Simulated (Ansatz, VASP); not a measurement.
# Zr2WS2NF2 (Zr2NF2 MXene under 2H-WS2, AA'): VASP beside Ansatz

One calculation is typed for both programs; each brings its own data sets. How far apart do they land? The structure shown is the start of the Ansatz relaxation below; VASP solves that cell, so the two are compared at the walk's first step.

Main program and level: Ansatz 0.2.0; plane waves, with VASP 6.6.1 beside it; single point at PBEsol with D3(BJ).

## Step 1: The structure

The cell holds 8 atoms: 2 F, 2 Zr, 1 N, 2 S and 1 W. Its edges and angles: a = 3.199 Å, b = 3.199 Å, c = 53.010 Å, α = 90.0°, β = 90.0°, γ = 120.0°. Vacuum lies along c.

## Step 2: Ansatz: relaxation, PBEsol with D3(BJ)

Ansatz runs on its default PAW (the set named soft_2) files.

The two programs are compared at the cell with which this relaxation starts, whose forces are those of its first step.

input.yaml reads:

```yaml
crystal:
  lattice:
    - [3.19875, 0.0, 0.0]
    - [-1.599375, 2.7701987604, 0.0]
    - [0.0, 0.0, 53.0096997928]
  atoms:
    - { symbol: F, position: [0.3333333333, 0.6666666667, 0.396153913] }
    - { symbol: Zr, position: [0.6666666667, 0.3333333333, 0.4163860593], spin: 1.0 }
    - { symbol: "N", position: [0.0, 0.0, 0.440335257] }
    - { symbol: Zr, position: [0.3333333333, 0.6666666667, 0.4642844546], spin: 1.0 }
    - { symbol: F, position: [0.6666666667, 0.3333333333, 0.4845166009] }
    - { symbol: S, position: [0.0, 0.0, 0.5382803463] }
    - { symbol: W, position: [0.3333333333, 0.6666666667, 0.5710632166] }
    - { symbol: S, position: [0.0, 0.0, 0.603846087] }
  periodic: [true, true, false]
magnetization:
  spin_polarized: true
kpoints:
  mp_grid: { grid: [12, 12, 1] }
hamiltonian:
  xc: pbesol
  dispersion: d3bj
scf:
  occupations: { method: fermi_dirac, width: 0.05 }
  convergence: { dr2_threshold: 1.0e-09 }
relax:
  f_tol: 0.004
  max_steps: 90
  cell: {}
output:
  write_potential: true
  write_density: true
  volumetric_format: npy
```

Run with:

```
> ansatz run input.yaml --threads 4 --pin off --max-ram 12288MiB --backend cpu --events-out ev --progress --plain --runs-dir out
```

Numbers of over 12 decimals in the logs are rounded to 6 here.

The log of the run:

```text
Warning: relax.cell: scf.convergence.dr2_threshold = 1e-9 eV is looser than the 1.81238430807e-10 eV advised for a relaxation that steers and ends on the stress (1e-10 eV for each atom of the cell: 8, times the square of relax.cell.stress_2d_tol = 0.05 N/m over 21.0 Å (the atoms' height at the walk's start and 5 Å past either face), 2.380e-2 GPa, over a crystal's default 0.05). What an SCF threshold leaves in a stress goes as its square root, and in the free energy as the threshold itself, and one threshold admits the most on a small cell: [figures from the program's tests cut] Set scf.convergence.dr2_threshold to 1.81238430807e-10 eV or tighter. [rest of the remark cut]
Engine: ansatz 0.2.0, x86_64-unknown-linux-gnu
Pseudopotentials: kind: paw
Pseudopotential: F, paw, valence charge 7, recommended cutoff 420 eV (normal), F.paw.azcp
Pseudopotential: Zr, paw, valence charge 12, recommended cutoff 420 eV (normal), Zr.paw.azcp
Pseudopotential: N, paw, valence charge 5, recommended cutoff 420 eV (normal), N.paw.azcp
Pseudopotential: S, paw, valence charge 6, recommended cutoff 420 eV (normal), S.paw.azcp
Pseudopotential: W, paw, valence charge 14, recommended cutoff 420 eV (normal), W.paw.azcp
Functional definition: PBEsol
  exchange = pbesol_x
  correlation = pbesol_c
Crystal: 8 atoms, lattice volume = 469.728 Å³
Basis set: ecut = 420 eV, 9285 PW (Γ), exchange–correlation on 48×48×720 points (8 copies of the dense FFT grid, shifted against one another)
Bands: 44, of which v1, the nominal top of the filled ones, is band 35 counted from 1 (34 counted from 0)
Symmetry: 6 space group operations
Space group: P3m1 (ITA 156), of the structure as read, at distance tolerance 7.8e-5 Å
Magnetic group: BNS 156.49 (UNI 1279), of the structure as read, at distance tolerance 7.8e-5 Å
k-points: 19 of 144 (time reversal used)
Non-local potential: F, projectors of the file, l = 0: 2, l = 1: 2, l = 2: 1
Non-local potential: Zr, projectors of the file, l = 0: 3, l = 1: 2, l = 2: 2, l = 3: 2
Non-local potential: N, projectors of the file, l = 0: 2, l = 1: 2, l = 2: 1
Non-local potential: S, projectors of the file, l = 0: 2, l = 1: 2, l = 2: 2
Non-local potential: W, projectors of the file, l = 0: 3, l = 1: 2, l = 2: 2, l = 3: 1
PAW form: soft (Blöchl's): semilocal exchange-correlation on the pseudo side does not see the compensation charge
PAW frozen core: F, regenerated for the run's functional, and the local potential with it (the file was generated under x = pbe(κ = 0.804, μ = 0.219515), c = pbe(β = 0.066725))
PAW frozen core: Zr, regenerated for the run's functional, and the local potential with it (the file was generated under x = pbe(κ = 0.804, μ = 0.219515), c = pbe(β = 0.066725))
PAW frozen core: N, regenerated for the run's functional, and the local potential with it (the file was generated under x = pbe(κ = 0.804, μ = 0.219515), c = pbe(β = 0.066725))
PAW frozen core: S, regenerated for the run's functional, and the local potential with it (the file was generated under x = pbe(κ = 0.804, μ = 0.219515), c = pbe(β = 0.066725))
PAW frozen core: W, regenerated for the run's functional, and the local potential with it (the file was generated under x = pbe(κ = 0.804, μ = 0.219515), c = pbe(β = 0.066725))
PAW one-centre angular grid: F, 110 points (default); XC on 64 Gauss nodes
PAW one-centre angular grid: Zr, 590 points (default); XC on 64 Gauss nodes
PAW one-centre angular grid: N, 110 points (default); XC on 64 Gauss nodes
PAW one-centre angular grid: S, 110 points (default); XC on 64 Gauss nodes
PAW one-centre angular grid: W, 590 points (default); XC on 64 Gauss nodes
Starting moments: Σ|m| = 2 μB on 2 of 8 sites
Initial wavefunctions: pseudopotential atomic-orbital guess
Functional: x = pbesol(κ = 0.804, μ = 0.123457), c = pbesol(β = 0.046)
SCF iter   1: F=—  HF=-22277.841907 eV  |F-HF|=—  |Δ(HF+E_count)|=         —  Δρ=2.43e-2 (↑2.43e-2 ↓2.34e-2)  dr2=1.99e1  dr2_m=1.56e-1  M=0.609 μB ∫|m|=0.692 μB  β_m=0.30  ethr=3.10e-3  ⟨swp⟩=13.8  Hψ=11895  notcnv=0
Mixer restart at iter 1: flushing history
preconditioner: auto → Resta (q_TF=auto, 1.982 Å⁻¹)  ε∞=2.2  [insulator: Δε(μ)=0.132 eV  Ē_g=9.832 eV  σ=0.050 eV  W_gap=0.57  n_scr=32 (ndim 8)  ℏωp=11.0 eV  f_vac=0.726  D(μ)=1.73/eV (n_scr^D=12)  ε∞_Penn≈2.2  vacuum switching on, ρ_ref=7.0e-3 e/Å³]
[...]
the starting moments were not kept: the SCF closed with an absolute magnetisation of 7.0e-7 μB, where they sum to 2 μB in size (2 sites). That is at most 0.1 of that sum. Measured as dr2_m measures the in/out step, that magnetisation stands 5.9e-14 eV from none, at or under the dr2_threshold of 1.0e-9 eV: it is no larger than a step whose dr2_m would equal this threshold.
SCF 13 converged in 6 iterations: F = -22274.904983 eV  dr2 = 3.58e-10
relax step  13: F+E_penalty+E_count = -22274.90498334 eV  Δ(F+E_penalty+E_count) = +8.528e-5 eV  max|allowed force component| = 2.463e-3 eV/Å  Δτ_max = 0.0000 Å  P = -0.000 N/m  Ω = 460.552 Å³  fix = [c, alpha, beta]  reactions: c -0.000 N/m  stress off target by 7.55e-5 N/m on what of the cell is left free  SCF on the basis re-selected at this cell (its energy is not comparable with the rows above)  (6 SCF iters)
basis re-selected at this cell: Δ(F+E_penalty+E_count) = +8.528e-5 eV, ΔP = -0.001 N/m vs the last step (what re-selecting the basis moved, of the pressure what is left beyond the Pulay correction that the steps carried, after the strain that the cell walked since its last selection, with what the two solves' SCF thresholds leave and, on support functions, any second-order correction that the steps lacked; it is no m [...]
WARN: The output density's exchange-correlation potential varies sharply where the density is thin. Do not read a vacuum level from v_tot or v_xc, or from such a field of the output density. On a cell that repeats whose density bears no net charge and no dipole along the vacuum's axis use v_es (v_loc + v_h of the components); under efield.dipole_correction with no amplitude use v_es + v_field, which holds any externa [...]
SCF converged after 6 iterations
Magnetization: 0.0000 μB (34.5000 up, 34.5000 down)
Absolute magnetization: 0.0000 μB (∫|ρ↑−ρ↓|, with the PAW one-centre terms)
Spin contamination: 0.0000 ħ² per cell (⟨S²⟩ above its minimum at these occupations)
Per-site moments (μB) at R_I (Å): [(-3.1926489489955976e-8, 0.938276), (1.0945615895117576e-7, 0.904878), (-1.262929629884432e-7, 0.904498), (3.184919846511622e-8, 0.904498), (-7.307827387295148e-9, 0.932402), (7.671922552993472e-10, 0.988500), (-3.0981526185695956e-9, 0.988500), (2.1879843074739307e-9, 0.990317)]
Free energy (F): -22274.904983 eV
Harris-Foulkes:  -22274.904983 eV  (|F-HF|=2.29e-10)
Internal energy: -22274.893460 eV  (E = F + TS)
E sigma→0 (E₀):  -22274.899222 eV
Entropy (-TS):   -0.011524 eV (-1.440 meV/atom)
Fermi energy:    -3.804514 eV
--- Per-component energies (eV) ---
  E_band       = -1588.297561
  E_kinetic    = 1888.670532
  E_local      = -457826.992621  (includes V_loc(G=0)·N_el)
  E_nonlocal   = 414.990502
  E_hartree    = 227733.425265
  E_xc         = -1001.557816
  E_vxc        = -1081.431466  (∫ρ·V_xc dr)
  E_paw        = -15914.033735  (= ΣΔE_a)
  E_vpaw       = -450.391177  (= ΣTr[D̂ρ^β])
  E_aug_tail   = 0.004135  (compensation charges beyond the density's cutoff)
  E_ewald      = 222431.877052
  E_disp       = -2.066889  (pairwise vdW)
  E_core_change = 0.790116  (= ΣΔE_core)
  E_smearing   = -0.011524  (= −TS)
  E_closure    = -0.000000  (closes the sum)
  Σ components = -22274.904983   (vs F -22274.904983, Δ=0.00e0)
--- Forces (eV/Å), atoms counted from 1 ---
  atom   1  F      0.00000000     0.00000000     0.00012995
  atom   2  Zr     0.00000000    -0.00000000     0.00156606
  atom   3  N     -0.00000000     0.00000000     0.00021826
  atom   4  Zr     0.00000000     0.00000000    -0.00246326
  atom   5  F      0.00000000    -0.00000000     0.00029126
  atom   6  S     -0.00000000     0.00000000    -0.00237418
  atom   7  W      0.00000000    -0.00000000     0.00143020
  atom   8  S      0.00000000     0.00000000     0.00120028
  max |Σ_I F_I| component: 1.44e-6 eV/Å
--- 2D stress c σ (N/m, compression-positive) ---
       -0.000075      -0.000000      -0.000000
       -0.000000      -0.000075      -0.000000
       -0.000000      -0.000000      -0.000000
  P = ½ c Tr σ = -0.0001 N/m
--- Band table (eV; the first three rows and the last of 38) ---
  k-point 0 ↑: bands = [... 31 lower, -7.2541, -5.5813, -4.2376, -4.2376, -4.1888, -2.6612, -2.6612, -2.5238, ... 5 higher]
  k-point 1 ↑: bands = [... 31 lower, -6.9772, -5.6465, -4.5965, -4.1224, -4.0771, -2.7666, -2.7496, -2.5546, ... 5 higher]
  k-point 2 ↑: bands = [... 31 lower, -6.9383, -5.9348, -5.2835, -3.9026, -3.6132, -3.1626, -2.7919, -2.7563, ... 5 higher]
  k-point 18 ↓: bands = [... 31 lower, -7.9315, -5.5979, -4.0004, -3.7794, -3.6267, -3.5976, -2.1656, -1.9534, ... 5 higher]
  the weakly bound empty levels are not read free of the cell's end (no_gap_told)
--- Relaxed structure (11 steps of the walk, 10 accepted, 2 SCFs on fresh bases) ---
  F+E_penalty+E_count = -22274.90498334 eV   max|allowed force component| = 2.463e-3 eV/Å   (the final SCF, on the basis selected at the relaxed cell)
  cell:  # Å, volume = 460.5519 Å³
    - [3.167352, -2.323938486099862e-18, 0]
    - [-1.583676, 2.743007, 0]
    - [0, 0, 53.0096997928]
  atoms:
    - { symbol: F, position: [0.333333, 0.666667, 0.394339] }
    - { symbol: Zr, position: [0.666667, 0.333333, 0.419857] }
    - { symbol: N, position: [-1.8503717076816117e-17, -2.255140518769469e-17, 0.442714] }
    - { symbol: Zr, position: [0.333333, 0.666667, 0.465539] }
    - { symbol: F, position: [0.666667, 0.333333, 0.490603] }
    - { symbol: S, position: [-1.8503717076816696e-17, -2.2551405187698498e-17, 0.538013] }
    - { symbol: W, position: [0.333333, 0.666667, 0.567229] }
    - { symbol: S, position: [-1.8503717076816696e-17, -2.2551405187698498e-17, 0.596573] }
```

(Continued in part 2 of 2.)

[Lines on the potential files, build, host, timing and source positions are cut from VASP's logs without a mark.]

[Logs are printed without paths, hosts, clocks, repeated set-up lines and the standing remarks that a program may print on its own settings, such as how far it seeks lower states.]

[Hosts, paths, dates, database ids (printed as entryN), source tags and the programs' standing remarks are cut or masked in the printed files.]
